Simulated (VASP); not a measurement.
OSZICAR of a VASP run on ZrS (relaxed from the CsCl type structure, space group Pm-3m):

File OSZICAR:
```
       N       E                     dE             d eps       ncg     rms          rms(c)
DAV:   1     0.110853423678E+03    0.11085E+03   -0.86828E+03  1456   0.114E+03
DAV:   2    -0.115408617830E+02   -0.12239E+03   -0.11882E+03  1751   0.301E+02
DAV:   3    -0.169198856492E+02   -0.53790E+01   -0.53015E+01  2247   0.573E+01
DAV:   4    -0.170776776930E+02   -0.15779E+00   -0.15762E+00  1886   0.915E+00
DAV:   5    -0.170809458072E+02   -0.32681E-02   -0.32665E-02  2183   0.117E+00    0.159E+01
DAV:   6    -0.164913105876E+02    0.58964E+00   -0.14593E+00  1821   0.963E+00    0.773E+00
DAV:   7    -0.164590985660E+02    0.32212E-01   -0.18955E-01  2301   0.343E+00    0.248E+00
DAV:   8    -0.164553534484E+02    0.37451E-02   -0.19476E-02  1727   0.107E+00    0.298E-01
DAV:   9    -0.164552467420E+02    0.10671E-03   -0.20706E-03  1904   0.352E-01    0.128E-01
DAV:  10    -0.164552213029E+02    0.25439E-04   -0.29135E-04  2005   0.177E-01    0.482E-02
DAV:  11    -0.164552242227E+02   -0.29197E-05   -0.21335E-05  1809   0.404E-02    0.200E-02
DAV:  12    -0.164552243144E+02   -0.91760E-07   -0.44176E-07  1018   0.621E-03
   1 F= -.16455224E+02 E0= -.16455491E+02  d E =-.164552E+02
       N       E                     dE             d eps       ncg     rms          rms(c)
DAV:   1    -0.164566020172E+02   -0.13778E-02   -0.45331E-02  1509   0.223E+00    0.424E-01
DAV:   2    -0.164553985834E+02    0.12034E-02   -0.31013E-03  1669   0.607E-01    0.131E-01
DAV:   3    -0.164551529788E+02    0.24560E-03   -0.14964E-03  2145   0.310E-01    0.691E-02
DAV:   4    -0.164551812698E+02   -0.28291E-04   -0.59897E-05  1769   0.570E-02    0.313E-02
DAV:   5    -0.164552004345E+02   -0.19165E-04   -0.25284E-05  2269   0.315E-02    0.167E-02
DAV:   6    -0.164552067903E+02   -0.63558E-05   -0.60328E-06  2325   0.153E-02    0.270E-03
DAV:   7    -0.164552068968E+02   -0.10649E-06   -0.12343E-07   818   0.348E-03
   2 F= -.16455207E+02 E0= -.16455474E+02  d E =0.174176E-04
       N       E                     dE             d eps       ncg     rms          rms(c)
DAV:   1    -0.164556703401E+02   -0.46355E-03   -0.13159E-02  1504   0.120E+00    0.228E-01
DAV:   2    -0.164553278457E+02    0.34249E-03   -0.90935E-04  1654   0.328E-01    0.708E-02
DAV:   3    -0.164552567033E+02    0.71142E-04   -0.43215E-04  2125   0.167E-01    0.371E-02
DAV:   4    -0.164552620390E+02   -0.53357E-05   -0.17443E-05  1774   0.306E-02    0.167E-02
DAV:   5    -0.164552647831E+02   -0.27441E-05   -0.72799E-06  2185   0.169E-02    0.894E-03
DAV:   6    -0.164552646117E+02    0.17137E-06   -0.14003E-06  1382   0.825E-03
   3 F= -.16455265E+02 E0= -.16455531E+02  d E =-.402973E-04
```

Problem. Which electronic solver shows in the log?

Solution. It is blocked Davidson (ALGO = Normal, or the opening steps of other solvers). The INCAR had ALGO = Normal.

Problem. Can the final energy be trusted as converged?

Solution. Self-consistency was reached. It stopped with EDIFF = 1E-6, NELM = 100, NSW = 60 and EDIFFG = -0.01 after 3 ionic steps (PBEsol GGA, plane waves, VASP's PBE PAW potentials (set 64)).

The structure was generated: ZrS was put into the CsCl type type (Pm-3m), which need not be its known phase. This run relaxes it. Symmetry was kept, so distortions that lower it aren't found. The start is the result of an earlier pass.
